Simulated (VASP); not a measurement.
**Lattice vibrations of Mg**

Wanted: whether Mg is dynamically stable, and its vibrational spectrum. The start is a computed cell from the Materials Project.

Main program and level: VASP 6.6.1; LDA; plane waves and PAW (Mg).

Report form: the programs' logs are mostly left out.

## 1. The starting structure

Symmetry: P6_3/mmc, No. 194, hexagonal system. Conventional cell: a = 3.177 Å, b = 3.177 Å, c = 10.319 Å, α = 90.00°, β = 90.00°, γ = 120.00°. Mg has 12 Mg at 3.17 to 3.18 Å nearest. Nearest to Mg lie 12 Mg at 3.17 to 3.18 Å.

Coordinates:

```cif
data_structure
_symmetry_space_group_name_H-M 'P6_3/mmc'
_symmetry_Int_Tables_number 194
_cell_length_a 3.1768
_cell_length_b 3.1768
_cell_length_c 10.3189
_cell_angle_alpha 90.000
_cell_angle_beta 90.000
_cell_angle_gamma 120.000
_cell_volume 90.19
loop_
_atom_site_label
_atom_site_type_symbol
_atom_site_symmetry_multiplicity
_atom_site_Wyckoff_symbol
_atom_site_fract_x
_atom_site_fract_y
_atom_site_fract_z
_atom_site_occupancy
Mg1 Mg 2 c 0.66667 0.33333 0.75000 1
Mg2 Mg 2 a 0.00000 0.00000 0.50000 1
```

## 2. Relax the host

Cell and atoms are relaxed first, so that later runs start from this functional's own cell.

INCAR

```
SYSTEM = Mg
PREC = Accurate
ENCUT = 350
EDIFF = 1E-06
NELM = 120
ISMEAR = 1
SIGMA = 0.15
LREAL = .FALSE.
ALGO = Normal
GGA = CA
NBANDS = 10
LORBIT = 11
LWAVE = .FALSE.
LCHARG = .FALSE.
KPAR = 4
LASPH = .TRUE.
IBRION = 2
NSW = 40
ISIF = 3
EDIFFG = -0.02
POTIM = 0.4
```

POSCAR

```
Mg
1.0
    3.1768261656      0.0000000000      0.0000000000
   -1.5884130828      2.7512121628      0.0000000000
    0.0000000000      0.0000000000     10.3188620100
Mg
4
Direct
    0.6666666667      0.3333333333      0.7500000000
    0.0000000000      0.0000000000      0.5000000000
    0.3333333333      0.6666666667      0.2500000000
    0.0000000000      0.0000000000      0.0000000000
```

KPOINTS

```
Automatic mesh
0
Gamma
9 9 3
0 0 0
```

Potentials, in the order of the species: Mg (LDA family, release 64).

Run with:

```sh
$ mpirun -np 4 vasp_std
```

It took 5.2 s on 4 MPI ranks of AMD EPYC 7R43, shared host; peak memory 0.43 GiB.

The k-mesh is coarse for a metal. The run keeps the 24 symmetry operations of its start, so it cannot find a distortion of lower symmetry.

The steps of the relaxation:

```tsv
step	energy less that of the first step (eV)	largest force (eV/Å)	pressure (GPa)	volume (Å³)
1	0.0000	0.0000	-1.72	90.19
2	-0.0195	0.0000	-0.72	87.68
3	-0.0231	0.0000	-0.02	86.12
```

```tsv
conventional cell, symmetrised	before	after	change
a (Å)	3.177	3.132	-1.4 %
b (Å)	3.177	3.132	-1.4 %
c (Å)	10.319	10.138	-1.7 %
volume (Å³/atom)	22.55	21.53	-4.5 %
```

Final coordinates:

```xyz
4
Lattice="3.1320 0.0000 0.0000 -1.5660 2.7124 0.0000 0.0000 0.0000 10.1383" Properties=species:S:1:pos:R:3 pbc="T T T"
Mg    1.5660    0.9041    7.6037
Mg    0.0000    0.0000    5.0692
Mg    0.0000    1.8082    2.5346
Mg    0.0000    0.0000    0.0000
```

This step gave:

* electronic cycles: 18
* electrons: 8
* free energy (TOTEN): -7.196 eV
* energy at zero smearing: -7.196 eV
* Fermi energy: 2.642 eV
* pressure: -0.02207 GPa
* labelled metallic, from the levels on this mesh: yes

The run ended after 3 ionic steps, 0.023 eV below its first step, once forces and stress met EDIFFG = -0.02.

## 3. Tight relaxation

Force constants are second derivatives, so residual forces and stress must first be far smaller than in an ordinary relaxation. Smearing and mesh differ from the relaxation before, which can move the cell too.

INCAR

```
SYSTEM = Mg
PREC = Accurate
ENCUT = 350
EDIFF = 1E-08
NELM = 120
ISMEAR = 1
SIGMA = 0.2
LREAL = .FALSE.
ALGO = Fast
GGA = CA
NBANDS = 10
LORBIT = 11
LWAVE = .FALSE.
LCHARG = .FALSE.
KPAR = 4
LASPH = .TRUE.
IBRION = 1
NSW = 30
ISIF = 3
EDIFFG = -0.002
POTIM = 0.4
```

POSCAR

```
Mg
1.0
    3.1319545973      0.0000000000      0.0000000000
   -1.5659772986      2.7123522447      0.0000000000
    0.0000000000      0.0000000000     10.1383132689
Mg
4
Direct
    0.6666666667      0.3333333333      0.7500000000
    0.0000000000      0.0000000000      0.5000000000
    0.3333333333      0.6666666667      0.2500000000
    0.0000000000      0.0000000000      0.0000000000
```

KPOINTS

```
Automatic mesh
0
Gamma
12 12 4
0 0 0
```

Run with:

```sh
$ mpirun -np 4 vasp_std
```

It took 15 s on 4 MPI ranks; peak memory 0.5 GiB.

Step by step:

```tsv
step	energy less that of the first step (eV)	largest force (eV/Å)	pressure (GPa)	volume (Å³)
1	0.0000	0.0000	-0.10	86.12
2	-0.0005	0.0000	-0.04	85.99
3	-0.0010	0.0000	0.04	85.85
4	-0.0010	0.0000	0.02	85.89
5	-0.0010	0.0000	0.00	85.93
```

```tsv
conventional cell, symmetrised	before	after	change
a (Å)	3.132	3.140	+0.3 %
b (Å)	3.132	3.140	+0.3 %
c (Å)	10.138	10.062	-0.8 %
volume (Å³/atom)	21.53	21.48	-0.2 %
```

The relaxed structure:

```xyz
4
Lattice="3.1403 0.0000 0.0000 -1.5702 2.7196 0.0000 0.0000 0.0000 10.0619" Properties=species:S:1:pos:R:3 pbc="T T T"
Mg    1.5702    0.9065    7.5464
Mg    0.0000    0.0000    5.0309
Mg    0.0000    1.8131    2.5155
Mg    0.0000    0.0000    0.0000
```

This step gave:

| Property | Result |
| --- | --- |
| electronic cycles | 30 |
| free energy (TOTEN) | -7.210 eV |
| energy at zero smearing | -7.209 eV |
| Fermi energy | 2.752 eV |
| pressure | 1.48e-5 GPa |

The run ended after 5 ionic steps, 0.001 eV below its first step, once forces and stress met EDIFFG = -0.002.

## 4. Force constants in the supercell

System of this step: Mg. The cell holds 48 atoms: 48 Mg. Its edges and angles: a = 11.438 Å, b = 11.438 Å, c = 31.622 Å, α = 147.1°, β = 147.1°, γ = 56.8°. It derives from Mg.

Each independent atom is moved by 0.015 Å both ways; the forces give the force constants out to half the supercell.

INCAR

```
SYSTEM = Mg
PREC = Accurate
ENCUT = 350
EDIFF = 1E-07
NELM = 120
ISMEAR = 1
SIGMA = 0.2
LREAL = Auto
ALGO = Fast
GGA = CA
NBANDS = 84
LWAVE = .FALSE.
LCHARG = .FALSE.
KPAR = 4
LASPH = .TRUE.
IBRION = 6
NSW = 1
NFREE = 2
POTIM = 0.015
ISIF = 0
ADDGRID = .TRUE.
```

POSCAR

```
Mg
1.0
   -4.7104537848      2.7195817606     10.0618645845
    4.7104537848     -2.7195817606     10.0618645845
    4.7104537848      8.1587452818    -30.1855937535
Mg
48
Direct
    0.5416666666      0.7083333333      0.1666666667
    0.0416666666      0.2083333333      0.1666666667
    0.0416666666      0.7083333333      0.3333333333
    0.5416666666      0.2083333333      0.3333333333
    0.5416666666      0.7083333333      0.5000000000
    0.0416666666      0.2083333333      0.5000000000
    0.0416666666      0.7083333333      0.6666666667
    0.5416666666      0.2083333333      0.6666666667
    0.5416666666      0.7083333333      0.8333333333
    0.0416666666      0.2083333333      0.8333333333
    0.0416666666      0.7083333333      0.0000000000
    0.5416666666      0.2083333333      0.0000000000
    0.2500000000      0.2500000000      0.0000000000
    0.7500000000      0.7500000000      0.0000000000
    0.7500000000      0.2500000000      0.1666666667
    0.2500000000      0.7500000000      0.1666666667
    0.2500000000      0.2500000000      0.3333333333
    0.7500000000      0.7500000000      0.3333333333
    0.7500000000      0.2500000000      0.5000000000
    0.2500000000      0.7500000000      0.5000000000
    0.2500000000      0.2500000000      0.6666666667
    0.7500000000      0.7500000000      0.6666666667
    0.7500000000      0.2500000000      0.8333333333
    0.2500000000      0.7500000000      0.8333333333
    0.4583333333      0.2916666666      0.1666666667
    0.9583333333      0.7916666666      0.1666666667
    0.9583333333      0.2916666666      0.3333333333
    0.4583333333      0.7916666666      0.3333333333
    0.4583333333      0.2916666666      0.5000000000
    0.9583333333      0.7916666666      0.5000000000
    0.9583333333      0.2916666666      0.6666666667
    0.4583333333      0.7916666666      0.6666666667
    0.4583333333      0.2916666666      0.8333333333
    0.9583333333      0.7916666666      0.8333333333
    0.9583333333      0.2916666666      0.0000000000
    0.4583333333      0.7916666666      0.0000000000
    0.0000000000      0.0000000000      0.0000000000
    0.5000000000      0.5000000000      0.0000000000
    0.5000000000      0.0000000000      0.1666666667
    0.0000000000      0.5000000000      0.1666666667
    0.0000000000      0.0000000000      0.3333333333
    0.5000000000      0.5000000000      0.3333333333
    0.5000000000      0.0000000000      0.5000000000
    0.0000000000      0.5000000000      0.5000000000
    0.0000000000      0.0000000000      0.6666666667
    0.5000000000      0.5000000000      0.6666666667
    0.5000000000      0.0000000000      0.8333333333
    0.0000000000      0.5000000000      0.8333333333
```

KPOINTS

```
Automatic mesh
0
Gamma
6 6 6
0 0 0
```

Run with:

```sh
$ mpirun -np 4 vasp_std
```

Elapsed: 3.4 h, on 4 MPI ranks.

The run was stopped at its time limit, so it gives no result of its own.

## 5. Modes at the zone centre

System of this step: Mg. Symmetry: P6_3/mmc, No. 194, hexagonal system. Conventional cell: a = 3.140 Å, b = 3.140 Å, c = 10.062 Å, α = 90.00°, β = 90.00°, γ = 120.00°. Mg has 12 Mg at 3.10 to 3.14 Å nearest. Nearest to Mg lie 12 Mg at 3.10 to 3.14 Å.

Changes to INCAR since step 4:

```diff
@@ -10,6 +10,5 @@
 GGA = CA
-NBANDS = 84
+NBANDS = 10
 LWAVE = .FALSE.
 LCHARG = .FALSE.
-KPAR = 4
 LASPH = .TRUE.
```

POSCAR

```
Mg
1.0
    3.1403025232      0.0000000000      0.0000000000
   -1.5701512616      2.7195817606      0.0000000000
    0.0000000000      0.0000000000     10.0618645845
Mg
4
Direct
    0.6666666667      0.3333333333      0.7500000000
    0.0000000000      0.0000000000      0.5000000000
    0.3333333333      0.6666666667      0.2500000000
    0.0000000000      0.0000000000      0.0000000000
```

KPOINTS

```
Automatic mesh
0
Gamma
8 8 3
0 0 0
```

Run with:

```sh
$ mpirun -np 4 vasp_std
```

The job ended after 36 s (4 MPI ranks; peak memory 0.55 GiB; 2.2 min of CPU time).

The last energy, forces, stress and levels in OUTCAR belong to the last displaced cell, not to the cell of POSCAR.

Modes at Γ:

```tsv
mode	frequency (cm⁻¹)	symmetry
1	-1.1	acoustic
2	-1.1	acoustic
3	-0.3	acoustic
4	91.6	E2g
5	91.6	E2g
6	102.8	E2u
7	102.8	E2u
8	135.3	E1u
9	135.3	E1u
10	194.3	Bu
11	196.1	Bg
12	250.2	A2u
```

Displacements in mode 4 (91.6 cm⁻¹), the largest set to 1:
```
Mg1  0.00 -1.00  0.00
Mg2  0.00  0.00  0.00
Mg3  0.00  1.00  0.00
Mg4  0.00  0.00  0.00
```

Displacements in mode 10 (194.3 cm⁻¹), the largest set to 1:
```
Mg1  0.00  0.00  0.00
Mg2  0.00  0.00  1.00
Mg3  0.00  0.00  0.00
Mg4  0.00  0.00 -1.00
```

## 6. Modes at the zone centre, bad settings

Changes to INCAR since step 5:

```diff
@@ -3,3 +3,3 @@
 ENCUT = 350
-EDIFF = 1E-07
+EDIFF = 0.001
 NELM = 120
```

POSCAR is that of step 5.

KPOINTS is that of step 5.

Run with:

```sh
$ mpirun -np 4 vasp_std
```

The job ended after 19 s (4 MPI ranks; peak memory 0.5 GiB; 68 s of CPU time).

The fault in the input: loose electronic threshold. The run ended without an error.

## 7. What came out

| Property | Result |
| --- | --- |
| result | none |

In words: The session ends without its result: «force constants in the supercell» met its time limit.

[Lines on the potential files, build, host, timing and source positions are cut from VASP's logs without a mark.]

[Logs are printed without paths, hosts, clocks, repeated set-up lines and the standing remarks that a program may print on its own settings, such as how far it seeks lower states.]

[Hosts, paths, dates, database ids (printed as entryN), source tags and the programs' standing remarks are cut or masked in the printed files.]

[Runs that stopped without an error message from VASP are left out.]
